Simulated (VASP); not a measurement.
InSb:

```
CELL_PARAMETERS angstrom
0.00000 3.31661 3.31661
3.31661 0.00000 3.31661
3.31661 3.31661 0.00000
ATOMIC_POSITIONS crystal
In 0.25000 0.25000 0.25000
Sb 0.00000 0.00000 0.00000
```

The cell is a database's computed one.

- Program: VASP 6.6.1
- Task: relaxation of cell and atoms
- Functional: LDA
- Potentials or basis: VASP PAW LDA potentials, release 64 (In_d, Sb)
- Cutoff: 300 eV
- k mesh: 5 × 5 × 5
- Occupations: gaussian, width 0.02 eV
- Spin: no spin polarisation

At the start: pressure -3.2 GPa; volume 36.48 Å³/atom.

Problem. How do energy, volume and symmetry change on relaxing?

Solution. Over 3 steps the energy falls by 31.5 meV/atom and the volume is 33.56 Å³/atom (-8.0 %); space group F-43m (No. 216, to 0.05 Å).

The path:
```csv
step,energy change (eV),largest force (eV/Å),pressure (GPa),volume (Å³)
1,0.0000,0.0000,-3.18,72.96
2,-0.0575,0.0000,1.14,65.59
3,-0.0630,0.0000,0.03,67.12
```

Final structure:
```
In Sb
1.0
     0.00000    3.22552    3.22552
     3.22552    0.00000    3.22552
     3.22552    3.22552    0.00000
In Sb
1 1
Direct
  0.25000 0.25000 0.25000
  0.00000 0.00000 0.00000
```
